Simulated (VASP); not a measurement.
All values below come from PW91 GGA, VASP's PBE PAW potentials (set 64) (plane waves; VASP 6.6.1).

A VASP calculation is set up with these files.

**KPOINTS**
```
k-points along high-symmetry lines
15
Line-mode
Reciprocal
  0.000000   0.000000   0.000000 ! GAMMA
  0.500000   0.000000   0.500000 ! X

  0.500000   0.000000   0.500000 ! X
  0.625000   0.250000   0.625000 ! U

  0.375000   0.375000   0.750000 ! K
  0.000000   0.000000   0.000000 ! GAMMA

  0.000000   0.000000   0.000000 ! GAMMA
  0.500000   0.500000   0.500000 ! L

  0.500000   0.500000   0.500000 ! L
  0.500000   0.250000   0.750000 ! W

  0.500000   0.250000   0.750000 ! W
  0.500000   0.000000   0.500000 ! X
```

### POSCAR
```
SnTe
1
    0.0000000000     3.2038781455     3.2038781455
    3.2038781455     0.0000000000     3.2038781455
    3.2038781455     3.2038781455     0.0000000000
Sn Te
1 1
Direct
  0.0000000000   0.0000000000   0.0000000000
  0.5000000000   0.5000000000   0.5000000000
```

**INCAR**
```
! general
SYSTEM =SnTe
PREC   =Accurate
ENCUT  =520
LREAL  =.FALSE.
LASPH  =.TRUE.
ICHARG =11

! electronic loop
EDIFF  =1E-7
NELM   =100
ALGO   =Normal
LMAXMIX=4

! smearing
ISMEAR =0
SIGMA  =0.05

! functional
GGA    =91

! output
LWAVE  =.FALSE.
LCHARG =.FALSE.
LORBIT =11
```

POTCAR, in this order: Sn_d Te (PBE.64 set). Program: vasp_std. Read from the step before: CHGCAR.

Output

### OUTCAR
```
 ion  position               nearest neighbor table
   1  0.000  0.000  0.000-   2 3.20   2 3.20   2 3.20   2 3.20   2 3.20   2 3.20
   2  0.500  0.500  0.500-   1 3.20   1 3.20   1 3.20   1 3.20   1 3.20   1 3.20
  LATTYP: Found a face centered cubic cell.
 ALAT       =     6.4077562910
 Subroutine PRICEL returns:
 Original cell was already a primitive cell.
 Subroutine GETGRP returns: Found 48 space group operations
The static configuration has the point symmetry O_h .
The dynamic configuration has the point symmetry O_h .
 Subroutine INISYM returns: Found 48 space group operations
   k-points           NKPTS =     90   k-points in BZ     NKDIM =     90   number of bands    NBANDS=     14
   number of dos      NEDOS =    301   number of ions     NIONS =      2
   total plane-waves  NPLWV =  46656
   dimension x,y,z NGX =    36 NGY =   36 NGZ =   36
   dimension x,y,z NGXF=    72 NGYF=   72 NGZF=   72
   ions per type =               1   1
   PREC   = accura    normal or accurate (medium, high low for compatibility)
   ISTART =      0    job   : 0-new  1-cont  2-samecut
   ICHARG =     11    charge: 1-file 2-atom 10-const
   ISPIN  =      1    spin polarized calculation?
   LNONCOLLINEAR =      F non collinear calculations
   LSORBIT =      F    spin-orbit coupling
   INIWAV =      1    electr: 0-lowe 1-rand  2-diag
   ENCUT  =  520.0 eV  38.22 Ry    6.18 a.u.   8.42  8.42  8.42*2*pi/ulx,y,z
   NELM   =    100;   NELMIN=  2; NELMDL= -5     # of ELM steps
   EDIFF  = 0.1E-06   stopping-criterion for ELM
   LREAL  =      F    real-space projection
   NLSPLINE    = F    spline interpolate recip. space projectors
   LMAXMIX     =    4 max onsite mixed and CHGCAR
   VOSKOWN=      0    Vosko Wilk Nusair interpolation
   EDIFFG = 0.1E-05   stopping-criterion for IOM
   NSW    =      0    number of steps for IOM
   NBLOCK =      1;   KBLOCK =      1    inner block; outer block
   IBRION =     -1    ionic relax: 0-MD 1-quasi-New 2-CG
   NFREE  =      0    steps in history (QN), initial steepest desc. (CG)
   ISIF   =      2    stress and relaxation
   ISYM   =      2    0-nonsym 1-usesym 2-fastsym
   TEIN   =    0.0    initial temperature
   TEBEG  =    0.0;   TEEND  =   0.0 temperature during run
...
```

**OSZICAR**
```
       N       E                     dE             d eps       ncg     rms          rms(c)
DAV:   1     0.124240103292E+03    0.12424E+03   -0.97732E+03  2526   0.161E+03
DAV:   2     0.301463572124E+01   -0.12123E+03   -0.11908E+03  2622   0.369E+02
DAV:   3    -0.760009053519E+01   -0.10615E+02   -0.10372E+02  3324   0.990E+01
DAV:   4    -0.788810376061E+01   -0.28801E+00   -0.28780E+00  2986   0.175E+01
DAV:   5    -0.789987999751E+01   -0.11776E-01   -0.11776E-01  3644   0.339E+00
DAV:   6    -0.790021263148E+01   -0.33263E-03   -0.33263E-03  3298   0.439E-01
DAV:   7    -0.790021660582E+01   -0.39743E-05   -0.39741E-05  3722   0.557E-02
DAV:   8    -0.790021666923E+01   -0.63410E-07   -0.62970E-07  3122   0.636E-03
   1 F= -.79002167E+01 E0= -.78997360E+01  d E =-.961363E-03
```

**OUTCAR**
```
 val. band max:        6.2980741987   @ k =   0.5000   0.5000   0.5000

 cond. band min:       6.3501279378   @ k =   0.5000   0.5000   0.5000



 k-point     1 :       0.0000    0.0000    0.0000
  band No.  band energies     occupation
      1     -15.5727      2.00000
      2     -15.5727      2.00000
      3     -15.5682      2.00000
      4     -15.5682      2.00000
      5     -15.5682      2.00000
      6      -6.1255      2.00000
      7       1.4359      2.00000
      8       4.2927      2.00000
      9       4.2927      2.00000
     10       4.2927      2.00000
     11       9.5263      0.00000
     12       9.5263      0.00000
     13       9.5263      0.00000
     14      11.1606      0.00000

 k-point     2 :       0.0357    0.0000    0.0357
  band No.  band energies     occupation
      1     -15.5729      2.00000
      2     -15.5727      2.00000
      3     -15.5682      2.00000
      4     -15.5681      2.00000
      5     -15.5681      2.00000
      6      -6.1120      2.00000
      7       1.3624      2.00000
      8       4.2675      2.00000
      9       4.2675      2.00000
     10       4.4010      2.00000
     11       9.2853      0.00000
     12       9.5287      0.00000
     13       9.5287      0.00000
     14      11.0700      0.00000

 k-point     3 :       0.0714    0.0000    0.0714
  band No.  band energies     occupation
      1     -15.5733      2.00000
      2     -15.5725      2.00000
      3     -15.5684      2.00000
      4     -15.5678      2.00000
      5     -15.5678      2.00000
      6      -6.0719      2.00000
      7       1.1719      2.00000
      8       4.1945      2.00000
      9       4.1945      2.00000
     10       4.6907      2.00000
     11       8.7123      0.00000
     12       9.5415      0.00000
     13       9.5415      0.00000
     14      10.8459      0.00000

 k-point     4 :       0.1071    0.0000    0.1071
  band No.  band energies     occupation
      1     -15.5739      2.00000
...
```

The density is held fixed in this step, so its total energy and stress have no physical meaning. Unless said otherwise, spin-orbit coupling is left out, though it shifts the bands of the heavy elements here.

The compound is SnTe in the rock salt structure, which distorts at low temperature. It was relaxed first.
